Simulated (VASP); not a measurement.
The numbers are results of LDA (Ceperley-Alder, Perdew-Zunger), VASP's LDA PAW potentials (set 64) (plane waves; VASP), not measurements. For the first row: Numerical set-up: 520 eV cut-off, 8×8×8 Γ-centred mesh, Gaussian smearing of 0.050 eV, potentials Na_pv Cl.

| system | energy (eV/atom) |
|---|---|
| NaCl (rock salt) | -3.6946 |
| Na atom | -0.2011 |
| Cl atom | -0.1918 |

Atoms are spin-polarised in a large box without symmetry, with the spin fixed by Hund's rule, and may not be in the lowest state of each functional; no zero-point energy is added.

Task: What is the cohesive energy per atom of NaCl?

Result: The references average (1×(-0.2011) + 1×(-0.1918))/2 = -0.1965 eV, so the cohesive energy is -0.1965 − (-3.6946) = 3.498 eV/atom. Measured: 3.340 eV/atom at 0 K (as given by Daniel Mejia-Rodriguez et al., Physical Review B (2018), arXiv:1807.09216; static lattice: zero-point vibration energy added).
